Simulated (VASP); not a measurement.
Computed with LDA (Ceperley-Alder, Perdew-Zunger), VASP's LDA PAW potentials (set 64) (plane waves; VASP).

The input files of a VASP run:

File POSCAR:
```
BaTi2As2O
14.734780
  0.2758758529   0.0000000000   0.0000000000
  0.0000000000   0.2758758529   0.0000000000
  0.0000000000   0.0000000000   0.5000000000
Ba Ti As O
1 2 2 1
direct
  0.5000000000   0.5000000000   0.5000000000
  0.0000000000   0.5000000000   0.0000000000
  0.5000000000   0.0000000000   0.0000000000
  0.0000000000   0.0000000000   0.2430000000
  0.0000000000   0.0000000000   0.7570000000
  0.5000000000   0.5000000000   0.0000000000
```

KPOINTS:
```
Automatic mesh
0
Gamma
6 6 3
0 0 0
```

### INCAR
```
SYSTEM = BaTi2As2O
PREC = Accurate; ENCUT = 400; LREAL = .False.
LASPH = .True.
EDIFF = 1E-6; NELM = 100; ALGO = Normal
LMAXMIX = 4
ISMEAR = -1; SIGMA = 0.1
ISIF = 2
LWAVE = .False.; LCHARG = .False.
```

POTCAR, in this order: Ba_sv Ti_sv As O (LDA.64 set). Program: vasp_std.

The run wrote:

OUTCAR:
```
 ion  position               nearest neighbor table
   1  0.500  0.500  0.500-   4 3.44   5 3.44   4 3.44   5 3.44   4 3.44   5 3.44   4 3.44   5 3.44
  LATTYP: Found a simple tetragonal cell.
 ALAT       =     4.0649700000
 C/A-ratio  =     1.8124094397
 Subroutine PRICEL returns:
 Original cell was already a primitive cell.
 Subroutine GETGRP returns: Found 16 space group operations
The static configuration has the point symmetry D_4h.
The dynamic configuration has the point symmetry D_4h.
 Subroutine INISYM returns: Found 16 space group operations
 Subroutine IBZKPT returns following result:
 Found     20 irreducible k-points:

 Following reciprocal coordinates:
            Coordinates               Weight
  0.000000  0.000000  0.000000      1.000000
  0.166667  0.000000  0.000000      4.000000
  0.333333  0.000000  0.000000      4.000000
  0.500000  0.000000  0.000000      2.000000
  0.166667  0.166667  0.000000      4.000000
  0.333333  0.166667  0.000000      8.000000
  0.500000  0.166667  0.000000      4.000000
  0.333333  0.333333  0.000000      4.000000
  0.500000  0.333333  0.000000      4.000000
...
```

File OSZICAR:
```
       N       E                     dE             d eps       ncg     rms          rms(c)
DAV:   1     0.509554853928E+03    0.50955E+03   -0.21031E+04  1208   0.142E+03
DAV:   2     0.198217440952E+02   -0.48973E+03   -0.47874E+03  1308   0.440E+02
DAV:   3    -0.469792684430E+02   -0.66801E+02   -0.65668E+02  1946   0.148E+02
DAV:   4    -0.524539591322E+02   -0.54747E+01   -0.54440E+01  1834   0.359E+01
DAV:   5    -0.527849389000E+02   -0.33098E+00   -0.33061E+00  1688   0.689E+00    0.194E+01
DAV:   6    -0.476250980712E+02    0.51598E+01   -0.65380E+01  1666   0.532E+01    0.109E+01
DAV:   7    -0.462358061091E+02    0.13893E+01   -0.21904E+01  1690   0.293E+01    0.597E+00
DAV:   8    -0.459088789201E+02    0.32693E+00   -0.17824E+00  1578   0.852E+00    0.224E+00
DAV:   9    -0.459135226628E+02   -0.46437E-02   -0.63946E-01  1886   0.428E+00    0.162E+00
DAV:  10    -0.458821638163E+02    0.31359E-01   -0.24268E-01  1708   0.334E+00    0.430E-01
DAV:  11    -0.458830338507E+02   -0.87003E-03   -0.93954E-03  1544   0.606E-01    0.137E-01
DAV:  12    -0.458827680186E+02    0.26583E-03   -0.13253E-03  1624   0.228E-01    0.434E-02
DAV:  13    -0.458827724724E+02   -0.44538E-05   -0.41006E-04  1888   0.121E-01    0.280E-02
DAV:  14    -0.458827651712E+02    0.73012E-05   -0.75365E-05  1682   0.571E-02    0.524E-03
DAV:  15    -0.458827653540E+02   -0.18283E-06   -0.20557E-06  1110   0.870E-03
   1 F= -.45882765E+02 E0= -.45820909E+02  d E =-.123712E+00
```

**OUTCAR**
```
------------------------ aborting loop because EDIFF is reached ----------------------------------------
  FORCE on cell =-STRESS in cart. coord.  units (eV):
  Direction    XX          YY          ZZ          XY          YZ          ZX
  --------------------------------------------------------------------------------------
  Total       -6.2031780     -6.2031780     -4.5932238      0.0000000      0.0000000     -0.0000000
  in kB      -81.6387740    -81.6387740    -60.4504914      0.0000000      0.0000000     -0.0000000
  external PRESSURE =     -74.5760131 kB  Pullay stress =       0.0000000 kB
  volume of cell :      121.74
      direct lattice vectors                 reciprocal lattice vectors
     4.064970000  0.000000000  0.000000000     0.246004276  0.000000000  0.000000000
     0.000000000  4.064970000  0.000000000     0.000000000  0.246004276  0.000000000
     0.000000000  0.000000000  7.367390000     0.000000000  0.000000000  0.135733279
 POSITION                                       TOTAL-FORCE (eV/Angst)
 -----------------------------------------------------------------------------------
      2.03248      2.03248      3.68370         0.000000     -0.000000      0.000000
      0.00000      2.03248      0.00000         0.000000     -0.000000      0.000000
      2.03248      0.00000      0.00000         0.000000     -0.000000      0.000000
      0.00000      0.00000      1.79028         0.000000      0.000000     -0.362780
      0.00000      0.00000      5.57711         0.000000     -0.000000      0.362780
      2.03248      2.03248      0.00000         0.000000     -0.000000      0.000000
 -----------------------------------------------------------------------------------
    total drift:                                0.000000      0.000000     -0.000000
  FREE ENERGIE OF THE ION-ELECTRON SYSTEM (eV)
  ---------------------------------------------------
  free  energy   TOTEN  =       -45.8827653540 eV

  energy  without entropy=      -45.7590534002  energy(sigma->0) =      -45.82090938
```
(Selected blocks of OUTCAR.)

At this cut-off the stress carries a Pulay error, which pulls relaxed volumes low.

The structure comes from a computed database's BaTi2As2O entry (P4/mmm); how it stands against other phases isn't given here. The cell was not relaxed at this level.
